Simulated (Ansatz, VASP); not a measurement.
# Cross-check of Zr (Zirconium) between VASP and Ansatz, part 2 of 2

Aim: how closely do two programs agree when they are given the same cell, functional and k mesh? The structure shown comes from an earlier Ansatz run, which isn't shown and may have moved the atoms alone.

VASP 6.6.1 and Ansatz 0.2.0.

So far: The structure; Ansatz: elastic constants, LDA.

## Step 3: VASP: elastic constants, LDA

Level of this step: LDA; plane waves and PAW (Zr_sv) (VASP).

The same cell, functional (in two slightly different forms), mesh and smearing now go to VASP, with its own data sets.

Lines of VASP's logs that name or quote its potential files are left out, and so is its time.

INCAR

```
SYSTEM = Zr
PREC = Accurate
ENCUT = 500
EDIFF = 1E-08
NELM = 120
ISMEAR = 1
SIGMA = 0.25
LREAL = .FALSE.
ALGO = Normal
GGA = CA
NBANDS = 18
LASPH = .TRUE.
LORBIT = 11
LWAVE = .FALSE.
LCHARG = .FALSE.
ISIF = 3
IBRION = 6
NFREE = 2
POTIM = 0.015
NSW = 1
GGA_COMPAT = .FALSE.
KPAR = 2
```

POSCAR

```
Zr
1.0
    3.1461880950      0.0000000000      0.0000000000
   -1.5730940475      2.7246788153      0.0000000000
    0.0000000000      0.0000000000      5.0814495386
Zr
2
Direct
    0.3333333333      0.6666666667      0.2500000000
    0.6666666667      0.3333333333      0.7500000000
```

KPOINTS

```
Automatic mesh
0
Gamma
18 18 10
0 0 0
```

PAW data sets: Zr_sv (LDA family, release 64).

On the command line:

```console
mpirun -np 2 vasp_std
```

Numbers of over 12 decimals in the logs are rounded to 6 here.

The program printed:

```text
[banner, memory and clock lines left out]
running    2 mpi-ranks, on    1 nodes
 distrk:  each k-point on    1 cores,    2 groups
 distr:  one band on    1 cores,    1 groups

 POSCAR found type information on POSCAR Zr
 POSCAR found :  1 types and       2 ions
 LDA part: xc-table for (Slater(with rela. corr.)+CA(PZ))
 , standard interpolation
 POSCAR, INCAR and KPOINTS ok, starting setup
 FFT: planning ... GRIDC
 FFT: planning ... GRID_SOFT
 FFT: planning ... GRID
 WAVECAR not read
 entering main loop
       N       E                     dE             d eps       ncg     rms          rms(c)
DAV:   1     0.212146050767E+03    0.21215E+03   -0.13216E+04  8000   0.130E+03
DAV:   2    -0.387328976765E+01   -0.21602E+03   -0.21257E+03  9348   0.381E+02
DAV:   3    -0.189122606021E+02   -0.15039E+02   -0.14908E+02 14386   0.737E+01
DAV:   4    -0.192670716789E+02   -0.35481E+00   -0.35460E+00  9280   0.118E+01
DAV:   5    -0.192774485100E+02   -0.10377E-01   -0.10373E-01 11968   0.139E+00    0.164E+01
DAV:   6    -0.186934163046E+02    0.58403E+00   -0.87596E-01  8684   0.731E+00    0.668E+00
DAV:   7    -0.185794997443E+02    0.11392E+00   -0.57332E-01 11680   0.501E+00    0.108E+00
DAV:   8    -0.185824317431E+02   -0.29320E-02   -0.33535E-02 10472   0.149E+00    0.257E-01
DAV:   9    -0.185826771975E+02   -0.24545E-03   -0.12005E-03 10232   0.325E-01    0.317E-02
DAV:  10    -0.185826628253E+02    0.14372E-04   -0.38664E-05 11750   0.410E-02    0.241E-02
DAV:  11    -0.185826635951E+02   -0.76978E-06   -0.82950E-06  8724   0.338E-02    0.236E-03
DAV:  12    -0.185826635421E+02    0.52984E-07   -0.31444E-07 11052   0.378E-03    0.190E-03
DAV:  13    -0.185826635458E+02   -0.36748E-08   -0.25341E-08  6816   0.118E-03
   1 F= -.18582664E+02 E0= -.18583339E+02  d E =0.202613E-02
[... from here on, the cycles between the ionic steps are left out ...]
   2 F= -.18578442E+02 E0= -.18579324E+02  d E =0.264614E-02
   3 F= -.18577522E+02 E0= -.18578083E+02  d E =0.168505E-02
   9 F= -.18581285E+02 E0= -.18581985E+02  d E =0.210159E-02
  10 F= -.18582154E+02 E0= -.18582863E+02  d E =0.212635E-02
  11 F= -.18582154E+02 E0= -.18582863E+02  d E =0.212637E-02
  12 F= -.18582156E+02 E0= -.18582863E+02  d E =0.211983E-02
  13 F= -.18582156E+02 E0= -.18582863E+02  d E =0.211989E-02
  14 F= -.18582613E+02 E0= -.18583286E+02  d E =0.201934E-02
  15 F= -.18582613E+02 E0= -.18583286E+02  d E =0.201934E-02
  16 F= -.18582114E+02 E0= -.18582798E+02  d E =0.204988E-02
 Finite differences progress:
  Degree of freedom:   8/  8
  Displacement:        1/  2
  Total:              15/ 16
 bond charge predicted
       N       E                     dE             d eps       ncg     rms          rms(c)
DAV:   1    -0.185774129197E+02    0.47015E-02   -0.28147E+00 11880   0.174E+01    0.220E-01
DAV:   2    -0.185822555143E+02   -0.48426E-02   -0.61490E-02 12324   0.248E+00    0.112E-01
DAV:   3    -0.185821577385E+02    0.97776E-04   -0.10360E-03 19216   0.224E-01    0.508E-02
DAV:   4    -0.185821160772E+02    0.41661E-04   -0.63274E-05 13338   0.606E-02    0.761E-03
DAV:   5    -0.185821146779E+02    0.13994E-05   -0.52626E-06 17646   0.156E-02    0.293E-03
DAV:   6    -0.185821144526E+02    0.22529E-06   -0.50025E-07 13810   0.808E-03    0.707E-04
DAV:   7    -0.185821144379E+02    0.14704E-07   -0.50757E-08 14114   0.210E-03    0.318E-04
DAV:   8    -0.185821144346E+02    0.32942E-08   -0.10860E-08  7258   0.116E-03
  17 F= -.18582114E+02 E0= -.18582798E+02  d E =0.204988E-02
 Finite differences progress:
  Degree of freedom:   8/  8
  Displacement:        2/  2
  Total:              16/ 16
```

From OUTCAR (step 3):

```text
ion  position               nearest neighbor table
   1  0.333  0.667  0.250-   2 3.12   2 3.12   2 3.12   2 3.12   2 3.12   2 3.12
   2  0.667  0.333  0.750-   1 3.12   1 3.12   1 3.12   1 3.12   1 3.12   1 3.12

  LATTYP: Found a hexagonal cell.
 ALAT       =     3.1461880950
 C/A-ratio  =     1.6151130782

 Subroutine GETGRP returns: Found 24 space group operations
 (whereof 12 operations were pure point group operations)

The static configuration has the point symmetry D_3d.
 The point group associated with its full space group is D_6h.

 Found    222 irreducible k-points:

   k-points           NKPTS =    222   k-points in BZ     NKDIM =    222   number of bands    NBANDS=     18

   dimension x,y,z NGX =    24 NGY =   24 NGZ =   40
   dimension x,y,z NGXF=    48 NGYF=   48 NGZF=   80

   ENCUT  =  500.0 eV  36.75 Ry    6.06 a.u.   5.74  5.74  9.26*2*pi/ulx,y,z

   NELECT =      24.0000    total number of electrons

 k-points in reciprocal lattice and weights: Automatic mesh
   0.00000000  0.00000000  0.00000000       0.000
   0.05555556 -0.00000000  0.00000000       0.002
   0.11111111 -0.00000000  0.00000000       0.002
   0.16666667  0.00000000  0.00000000       0.002
   0.22222222 -0.00000000  0.00000000       0.002
   0.27777778  0.00000000  0.00000000       0.002
   0.33333333  0.00000000  0.00000000       0.002
   0.38888889 -0.00000000  0.00000000       0.002
   0.44444444 -0.00000000  0.00000000       0.002
[...]
0.33333333  0.27777778  0.50000000       0.004
   0.33333333  0.33333333  0.50000000       0.001

 average (electrostatic) potential at core
       1 -73.5211       2 -73.5211

 E-fermi :   9.5552

 k-point     1 :       0.0000    0.0000    0.0000
  band No.  band energies     occupation
    ...
      6     -16.4408      2.00000
      7     -16.4217      2.00000
      8     -16.4217      2.00000
      9       3.8183      2.00000
     10       6.3343      2.00000
     11      10.4173     -0.00001
     12      10.4173     -0.00001
     13      10.4355     -0.00001
     14      10.9760     -0.00000
     15      11.1390     -0.00000
    ...

 k-point     2 :       0.0556   -0.0000    0.0000
  band No.  band energies     occupation
    ...
      6     -16.4508      2.00000
      7     -16.4454      2.00000
      8     -16.4254      2.00000
      9       3.9140      2.00000
     10       6.4241      2.00000
     11      10.1003     -0.00855
     12      10.5060     -0.00000
     13      10.6913     -0.00000
     14      10.7688     -0.00000
     15      11.0522     -0.00000
    ...

 k-point     3 :       0.1111   -0.0000    0.0000
  band No.  band energies     occupation
    ...
      6     -16.5334      2.00000
      7     -16.4593      2.00000
      8     -16.4365      2.00000
      9       4.1918      2.00000
     10       6.6760      2.00000
     11       9.7094      0.14514
     12      10.2159     -0.00119
     13      10.7695     -0.00000
     14      10.7815     -0.00000
     15      11.0256     -0.00000
    ...

  Total        0.0269690      0.0269690      0.0503848      0.0000000      0.0000000      0.0000000
  in kB        0.9919445      0.9919445      1.8532002      0.0000000      0.0000000      0.0000000
  external PRESSURE =       1.2790297 kB  Pullay stress =       0.0000000 kB

  energy-cutoff  :      500.00
  volume of cell :       43.56
      direct lattice vectors                 reciprocal lattice vectors
     3.146188095  0.000000000  0.000000000     0.317844951  0.183507868  0.000000000
    -1.573094047  2.724678815  0.000000000     0.000000000  0.367015736  0.000000000
     0.000000000  0.000000000  5.081449539     0.000000000  0.000000000  0.196794240

 POSITION                                       TOTAL-FORCE (eV/Angst)
 -----------------------------------------------------------------------------------
     -0.00000      1.81645      1.25536        -0.000000      0.000000      0.073353
      1.57309      0.90823      3.81109         0.000000      0.000000     -0.073353
 -----------------------------------------------------------------------------------
    total drift:                               -0.000000      0.000000     -0.000458

  FREE ENERGIE OF THE ION-ELECTRON SYSTEM (eV)
  ---------------------------------------------------
  free  energy   TOTEN  =       -18.5821144346 eV

  energy  without entropy=      -18.5841643178  energy(sigma->0) =      -18.58279773

  SYMMETRIZED ELASTIC MODULI (kBar)
 Direction    XX          YY          ZZ          XY          YZ          ZX
 --------------------------------------------------------------------------------
 XX        1530.4504    630.3499    807.5065      0.0000      0.0000      0.0000
 YY         630.3499   1530.4504    807.5065      0.0000      0.0000     -0.0000
 ZZ         807.5065    807.5065   1774.6543      0.0000      0.0000      0.0000
 XY           0.0000      0.0000      0.0000    450.0503      0.0000     -0.0000
 YZ           0.0000      0.0000      0.0000      0.0000    167.0382      0.0000
 ZX           0.0000     -0.0000      0.0000      0.0000      0.0000    167.0382
 --------------------------------------------------------------------------------

 Eigenvectors and eigenvalues of the dynamical matrix
 ----------------------------------------------------

   1 f  =    5.118702 THz    32.161755 2PiTHz  170.741529 cm-1    21.169242 meV
             X         Y         Z           dx          dy          dz
     -0.000000  1.816453  1.270362     0.000000    0.000000   -0.707107
      1.573094  0.908226  3.811087    -0.000000    0.000000    0.707107

   2 f  =    1.550527 THz     9.742247 2PiTHz   51.720008 cm-1     6.412461 meV
             X         Y         Z           dx          dy          dz
     -0.000000  1.816453  1.270362     0.707107   -0.000000    0.000000
      1.573094  0.908226  3.811087    -0.707107    0.000000    0.000000

   3 f  =    1.550527 THz     9.742247 2PiTHz   51.720008 cm-1     6.412461 meV
             X         Y         Z           dx          dy          dz
     -0.000000  1.816453  1.270362     0.000000    0.707107    0.000000
      1.573094  0.908226  3.811087     0.000000   -0.707107    0.000000

   4 f  =    0.000000 THz     0.000000 2PiTHz    0.000000 cm-1     0.000000 meV
             X         Y         Z           dx          dy          dz
     -0.000000  1.816453  1.270362    -0.000000   -0.000000    0.707107
      1.573094  0.908226  3.811087     0.000000    0.000000    0.707107

   5 f/i=    0.000000 THz     0.000000 2PiTHz    0.000000 cm-1     0.000000 meV
             X         Y         Z           dx          dy          dz
     -0.000000  1.816453  1.270362    -0.000000   -0.707107   -0.000000
      1.573094  0.908226  3.811087    -0.000000   -0.707107    0.000000

   6 f/i=    0.000000 THz     0.000000 2PiTHz    0.000000 cm-1     0.000000 meV
             X         Y         Z           dx          dy          dz
     -0.000000  1.816453  1.270362     0.707107   -0.000000   -0.000000
      1.573094  0.908226  3.811087     0.707107   -0.000000    0.000000

 ELASTIC MODULI CONTR FROM IONIC RELAXATION (kBar)
 Direction    XX          YY          ZZ          XY          YZ          ZX
 --------------------------------------------------------------------------------
 XX        -222.8666    222.8666      0.0000      0.0000     -0.0000      0.0000
 YY         222.8666   -222.8666      0.0000     -0.0000     -0.0000      0.0000
 ZZ           0.0000      0.0000     -0.0000      0.0000      0.0000      0.0000
 XY           0.0000     -0.0000      0.0000   -222.8666     -0.0000      0.0000
 YZ          -0.0000     -0.0000      0.0000     -0.0000     -0.0000      0.0000
 ZX           0.0000      0.0000      0.0000      0.0000      0.0000      0.0000
 --------------------------------------------------------------------------------

 TOTAL ELASTIC MODULI (kBar)
 Direction    XX          YY          ZZ          XY          YZ          ZX
 --------------------------------------------------------------------------------
 XX        1307.5838    853.2164    807.5065      0.0000     -0.0000      0.0000
 YY         853.2164   1307.5838    807.5065     -0.0000      0.0000     -0.0000
 ZZ         807.5065    807.5065   1774.6543      0.0000      0.0000      0.0000
 XY           0.0000     -0.0000      0.0000    227.1837      0.0000     -0.0000
 YZ          -0.0000      0.0000      0.0000      0.0000    167.0382      0.0000
 ZX           0.0000     -0.0000      0.0000      0.0000      0.0000    167.0382
 --------------------------------------------------------------------------------

 total charge
# of ion       s       p       d       tot
------------------------------------------
    1        2.249   5.958   1.722   9.929
    2        2.249   5.958   1.722   9.929
--------------------------------------------------
tot          4.497  11.916   3.444  19.858

[... 3 further parts left out ...]
```

The last energy, forces, stress and levels in OUTCAR belong to the last displaced cell, not to the cell of POSCAR.

Levels, forces or a CONTCAR printed for this step are those of its last displaced cell, not of the structure at rest.

## Step 4: Comparison

Known differences besides the potentials themselves: the two LDA forms differ slightly; the cutoff is 420 eV in Ansatz and 500 eV in VASP; VASP's log shows a relativistic correction to its local exchange, Ansatz's none; VASP takes each elastic constant from one size of strain, Ansatz from those that its log lists. Total energies have different zeros and are not compared.

The two programs side by side:

| quantity | Ansatz | VASP | difference |
| --- | --- | --- | --- |
| C11 (GPa) | 132.2 | 130.8 | +1.13 % |
| C22 (GPa) | 132.2 | 130.8 | +1.13 % |
| C33 (GPa) | 177.8 | 177.5 | +0.21 % |
| C12 (GPa) | 84.3 | 85.3 | -1.16 % |
| C13 (GPa) | 80.7 | 80.8 | -0.04 % |
| C23 (GPa) | 80.7 | 80.8 | -0.04 % |
| C44 (GPa) | 17.1 | 16.7 | +2.43 % |
| C55 (GPa) | 17.1 | 16.7 | +2.43 % |
| C66 (GPa) | 24.0 | 22.7 | +5.42 % |

## Step 5: Results

* difference in C66 (elastic constants, LDA): 5.4 %

**Reading.** The difference in C66 is 5.4 % (elastic constants, LDA), beyond the 5 % picked in this series as the mark of a large difference. How closely two codes agree says nothing of how well the functional describes the real material.

[Lines on the potential files, build, host, timing and source positions are cut from VASP's logs without a mark.]

[Logs are printed without paths, hosts, clocks, repeated set-up lines and the standing remarks that a program may print on its own settings, such as how far it seeks lower states.]

[Hosts, paths, dates, database ids (printed as entryN), source tags and the programs' standing remarks are cut or masked in the printed files.]
